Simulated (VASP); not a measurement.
Computed with r2SCAN meta-GGA, VASP's PBE PAW potentials (set 64) (plane waves; VASP 6.6.1).

VASP ran on this input.

File KPOINTS:
```
Automatic mesh
0
Gamma
13 13 13
0 0 0
```

File POSCAR:
```
C
1
    0.0000000000     1.8165356128     1.8165356128
    1.8165356128     0.0000000000     1.8165356128
    1.8165356128     1.8165356128     0.0000000000
C
2
Direct
  0.0000000000   0.0000000000   0.0000000000
  0.2500000000   0.2500000000   0.2500000000
```

INCAR:
```
# general
SYSTEM =C
PREC   =Accurate
ENCUT  =520   # plane-wave cut-off (eV)
LREAL  =.False.
LASPH  =.True.

# electronic loop
EDIFF  =1E-7   # SCF stop (eV)
NELM   =100
ALGO   =Normal
LMIXTAU=.True.

# smearing
ISMEAR =0   # Gaussian
SIGMA  =0.05

# functional
METAGGA=R2SCAN

# ions
ISIF   =2   # forces and stress, cell fixed

# output
LWAVE  =.False.
LCHARG =.False.
```

POTCAR, in this order: C (PBE.64 set). Program: vasp_std.

What VASP printed:

### OSZICAR
```
       N       E                     dE             d eps       ncg     rms          rms(c)
DAV:   1    -0.267218378737E+01   -0.26722E+01   -0.51459E+03  1408   0.101E+03
DAV:   2    -0.217066851763E+02   -0.19035E+02   -0.18424E+02  2128   0.111E+02
DAV:   3    -0.218337538505E+02   -0.12707E+00   -0.12707E+00  1464   0.119E+01
DAV:   4    -0.218339411582E+02   -0.18731E-03   -0.18731E-03  1904   0.470E-01
DAV:   5    -0.218339412187E+02   -0.60491E-07   -0.60491E-07  1440   0.630E-03    0.477E+00
DAV:   6    -0.193891015676E+02    0.24448E+01   -0.29845E-01  1624   0.590E+00    0.395E+00
DAV:   7    -0.222538232058E+02   -0.28647E+01   -0.12729E+00  1608   0.849E+00    0.108E+00
DAV:   8    -0.194642304337E+02    0.27896E+01   -0.39704E-01  1480   0.555E+00    0.963E-01
DAV:   9    -0.195944693518E+02   -0.13024E+00   -0.23040E-02  1504   0.204E+00    0.143E-01
DAV:  10    -0.196051999593E+02   -0.10731E-01   -0.82302E-03  1712   0.103E+00    0.145E-01
DAV:  11    -0.196043342471E+02    0.86571E-03   -0.15803E-04  1360   0.140E-01    0.129E-01
DAV:  12    -0.196063755693E+02   -0.20413E-02   -0.42555E-04  1344   0.278E-01    0.205E-02
DAV:  13    -0.196064230277E+02   -0.47458E-04   -0.11698E-05  1792   0.497E-02    0.150E-02
DAV:  14    -0.196064244167E+02   -0.13890E-05   -0.62891E-07  1400   0.101E-02    0.184E-02
DAV:  15    -0.196064236472E+02    0.76945E-06   -0.91661E-07  1664   0.111E-02    0.305E-03
DAV:  16    -0.196064239575E+02   -0.31027E-06   -0.83963E-08  1176   0.336E-03    0.345E-04
DAV:  17    -0.196064241034E+02   -0.14592E-06   -0.76596E-09   672   0.128E-03    0.202E-04
DAV:  18    -0.196064241307E+02   -0.27279E-07   -0.46149E-09   672   0.872E-04
   1 F= -.19606424E+02 E0= -.19606424E+02  d E =-.419588E-20
```

### OUTCAR
```
------------------------ aborting loop because EDIFF is reached ----------------------------------------
  FORCE on cell =-STRESS in cart. coord.  units (eV):
  Direction    XX          YY          ZZ          XY          YZ          ZX
  --------------------------------------------------------------------------------------
  Total       -1.7639630     -1.7639630     -1.7639630      0.0000000      0.0000000      0.0000000
  in kB     -235.7427240   -235.7427240   -235.7427240      0.0000000      0.0000000      0.0000000
  external PRESSURE =    -235.7427240 kB  Pullay stress =       0.0000000 kB
  volume of cell :       11.99
      direct lattice vectors                 reciprocal lattice vectors
     0.000000000  1.816535613  1.816535613    -0.275249214  0.275249214  0.275249214
     1.816535613  0.000000000  1.816535613     0.275249214 -0.275249214  0.275249214
     1.816535613  1.816535613  0.000000000     0.275249214  0.275249214 -0.275249214
 POSITION                                       TOTAL-FORCE (eV/Angst)
 -----------------------------------------------------------------------------------
      0.00000      0.00000      0.00000         0.000000      0.000000      0.000000
      0.90827      0.90827      0.90827        -0.000000     -0.000000     -0.000000
 -----------------------------------------------------------------------------------
    total drift:                                0.000000      0.000000      0.000000
  FREE ENERGIE OF THE ION-ELECTRON SYSTEM (eV)
  ---------------------------------------------------
  free  energy   TOTEN  =       -19.6064241307 eV

  energy  without entropy=      -19.6064241307  energy(sigma->0) =      -19.60642413
```
(Selected blocks of OUTCAR.)

The compound is C in the diamond structure. This cell is one point of a volume scan, at 1.06 of the reference volume.
